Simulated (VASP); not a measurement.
Output of a VASP run:

File OSZICAR:
```
       N       E                     dE             d eps       ncg     rms          rms(c)
DAV:   1     0.113124328011E+03    0.11312E+03   -0.93886E+03  2920   0.132E+03
DAV:   2    -0.117015696101E+02   -0.12483E+03   -0.12027E+03  3140   0.346E+02
DAV:   3    -0.139515330005E+02   -0.22500E+01   -0.22107E+01  3420   0.480E+01
DAV:   4    -0.139734299160E+02   -0.21897E-01   -0.21900E-01  3312   0.484E+00
DAV:   5    -0.139740257694E+02   -0.59585E-03   -0.59685E-03  3580   0.684E-01    0.112E+01
DAV:   6    -0.134556401724E+02    0.51839E+00   -0.34017E+00  3036   0.210E+01    0.263E+00
DAV:   7    -0.133827975398E+02    0.72843E-01   -0.29332E-01  3048   0.637E+00    0.203E+00
DAV:   8    -0.133682374605E+02    0.14560E-01   -0.18831E-02  3144   0.151E+00    0.211E-01
DAV:   9    -0.133680802583E+02    0.15720E-03   -0.34490E-04  3412   0.180E-01    0.143E-01
DAV:  10    -0.133680837027E+02   -0.34445E-05   -0.35214E-05  3588   0.809E-02    0.930E-03
DAV:  11    -0.133680805981E+02    0.31047E-05   -0.28050E-06  3444   0.216E-02    0.577E-03
DAV:  12    -0.133680802870E+02    0.31104E-06   -0.84654E-08  1888   0.288E-03    0.275E-04
DAV:  13    -0.133680803445E+02   -0.57442E-07   -0.12950E-08  1568   0.118E-03
   1 F= -.13368080E+02 E0= -.13368080E+02  d E =0.000000E+00
```

File OUTCAR:
```
------------------------ aborting loop because EDIFF is reached ----------------------------------------
  FORCE on cell =-STRESS in cart. coord.  units (eV):
  Direction    XX          YY          ZZ          XY          YZ          ZX
  --------------------------------------------------------------------------------------
  Total       -0.0209893     -0.0209893     -0.0209893     -0.0000000     -0.0000000      0.0000000
  in kB       -1.2200236     -1.2200236     -1.2200236     -0.0000000     -0.0000000      0.0000000
  external PRESSURE =      -1.2200236 kB  Pullay stress =       0.0000000 kB
  volume of cell :       27.56
      direct lattice vectors                 reciprocal lattice vectors
     3.020741530  0.000000000  0.000000000     0.331044543  0.000000000  0.000000000
     0.000000000  3.020741530  0.000000000     0.000000000  0.331044543  0.000000000
     0.000000000  0.000000000  3.020741530     0.000000000  0.000000000  0.331044543
 POSITION                                       TOTAL-FORCE (eV/Angst)
 -----------------------------------------------------------------------------------
      1.51037      1.51037      1.51037         0.000000      0.000000      0.000000
      0.00000      0.00000      0.00000         0.000000      0.000000      0.000000
 -----------------------------------------------------------------------------------
    total drift:                                0.000000      0.000000      0.000000
  FREE ENERGIE OF THE ION-ELECTRON SYSTEM (eV)
  ---------------------------------------------------
  free  energy   TOTEN  =       -13.3680803445 eV

  energy  without entropy=      -13.3680803445  energy(sigma->0) =      -13.36808034

 total charge

# of ion       s       p       d       tot
------------------------------------------
    1        0.390   0.405   0.000   0.794
    2        0.327   6.230   6.181  12.738
--------------------------------------------------
tot          0.717   6.635   6.181  13.532
```
(Selected blocks of OUTCAR.)

File POSCAR:
```
RuAl
1
    3.0207415301     0.0000000000     0.0000000000
    0.0000000000     3.0207415301     0.0000000000
    0.0000000000     0.0000000000     3.0207415301
Al Ru
1 1
Direct
  0.5000000000   0.5000000000   0.5000000000
  0.0000000000   0.0000000000   0.0000000000
```

Task: Reconstruct the remaining input files.

Result: This is not unique; one that fits is the input of the run itself, RPBE GGA, plane waves, VASP's PBE PAW potentials (set 64).

INCAR:
```
! general
SYSTEM  = RuAl
PREC    = Accurate
ENCUT   = 520   ! plane-wave cut-off (eV)
LREAL   = .False.
LASPH   = .True.

! electronic loop
EDIFF   = 1E-7
NELM    = 100   ! most electronic steps
ALGO    = Normal
LMAXMIX = 4

! smearing
ISMEAR  = -5

! functional
GGA     = RP   ! RPBE

! ions
ISIF    = 2   ! forces and stress, cell fixed

! output
LWAVE   = .False.
LCHARG  = .True.
LORBIT  = 11   ! lm-projected
NEDOS   = 601
```

**KPOINTS**
```
Regular mesh
0
gamma
 14 14 14
0 0 0
```

POTCAR, in this order: Al Ru_pv (PBE.64 set). Program: vasp_std.

For a metal the tetrahedron method with Blöchl corrections gives inexact stress and forces.

The compound is RuAl in the CsCl type structure. It was relaxed first. The electron count is odd and the run is not spin-polarised, which forces a metal.
